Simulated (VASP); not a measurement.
Here is the system:

```
SnO
1.0
    3.89590     0.00000     0.00000
    0.00000     3.89590     0.00000
    0.00000     0.00000     4.93674
Sn O
2 2
Cartesian
  1.94795   0.00000   3.76300
  0.00000   1.94795   1.17374
  1.94795   1.94795   0.00000
  0.00000   0.00000   0.00000
```

These are optB88-vdW, VASP's PBE PAW potentials (set 64) (plane waves; VASP) values and carry that method's errors. Numerical set-up: 520 eV cut-off, 6×6×5 Γ-centred mesh, Gaussian smearing of 0.050 eV, potentials Sn_d O.

The ions and cell shape at fixed volume are relaxed. Give the cell that the relaxation ends in.

```
SnO
1.0
    3.86797     0.00000     0.00000
    0.00000     3.86797     0.00000
    0.00000     0.00000     5.00829
Sn O
2 2
Direct
  0.50000   0.00000   0.76787
  0.00000   0.50000   0.23213
  0.50000   0.50000   0.00000
  0.00000   0.00000   0.00000
```
Space group P4/nmm (129), at a tolerance of 0.03 Å.

How much energy does the relaxation gain?

The energy (σ→0) changes by -3.1 meV/atom, in 7 ionic steps.

```
step  E(σ→0) (eV)  max force (eV/Å)  pressure (GPa)  volume (Å³)
----  -----------  ----------------  --------------  -----------
1        -13.2636             0.377           -2.36        74.93
2        -13.2725             0.077           -1.37        74.93
3        -13.2731             0.025           -1.04        74.93
4        -13.2749             0.017           -0.89        74.93
5        -13.2758             0.009           -0.72        74.93
6        -13.2751             0.012           -0.38        74.93
7        -13.2759             0.003           -0.62        74.93
```

The compound is SnO in the litharge structure. This cell is one point of a volume scan, at 1.03 of the reference volume. Symmetry was kept, so distortions that lower it aren't found.
